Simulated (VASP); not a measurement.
A convergence study with VASP on SiC (zinc blende): one setting is varied, all else stays as given below, so the limit is that of these other settings.

```xyz
2
Lattice="0.0000 2.1800 2.1800 2.1800 0.0000 2.1800 2.1800 2.1800 0.0000" Properties=species:S:1:pos:R:3 pbc="T T T"
Si     0.0000     0.0000     0.0000
C      1.0900     1.0900     1.0900
```

Calculation: PBE GGA, VASP's PBE PAW potentials (set 64) (plane waves; VASP 6.6.1). The tightest run used: 700 eV cut-off, 20×20×20 Γ-centred mesh, tetrahedra with Blöchl corrections, potentials Si C.

The reference is 20×20×20 mesh, which took about 40 core-seconds. Costs are core time on shared hosts, one run each; read them as rough ratios.

Of the settings 3×3×3 mesh; 4×4×4 mesh; 5×5×5 mesh; 6×6×6 mesh; 7×7×7 mesh; 8×8×8 mesh; 9×9×9 mesh; 10×10×10 mesh; 11×11×11 mesh; 12×12×12 mesh; 13×13×13 mesh; 14×14×14 mesh; 15×15×15 mesh; 16×16×16 mesh; 17×17×17 mesh; 18×18×18 mesh; 19×19×19 mesh; 20×20×20 mesh, which is the lowest that keeps the difference from the reference in E (eV/atom) within 0.001 from there on, and what does it cost?

8×8×8 mesh; its cost over the reference is about 1/7.
```
setting        difference in E (eV/atom)  cost over the reference
-------------  -------------------------  -----------------------
3×3×3 mesh                        0.2515               about 1/20
4×4×4 mesh                        0.0630               about 1/10
5×5×5 mesh                        0.0176               about 1/10
6×6×6 mesh                        0.0054               about 1/10
7×7×7 mesh                        0.0017                about 1/9
8×8×8 mesh                        0.0006                about 1/7
9×9×9 mesh                        0.0002                about 1/6
10×10×10 mesh                     0.0001                about 1/5
11×11×11 mesh                     0.0000                about 1/4
12×12×12 mesh                     0.0000                about 1/3
13×13×13 mesh                     0.0000                about 1/3
14×14×14 mesh                     0.0000                about 1/2
15×15×15 mesh                     0.0000                about 1/2
16×16×16 mesh                     0.0000     within a factor of 2
17×17×17 mesh                     0.0000     within a factor of 2
18×18×18 mesh                     0.0000     within a factor of 2
19×19×19 mesh                     0.0000     within a factor of 2
20×20×20 mesh                     0.0000                reference
```

Left out are rungs that failed or repeat a setting and relaxations that didn't move; long series are thinned to 24 rows.

The compound is SiC in the zinc blende structure. The cell was not relaxed at this level.
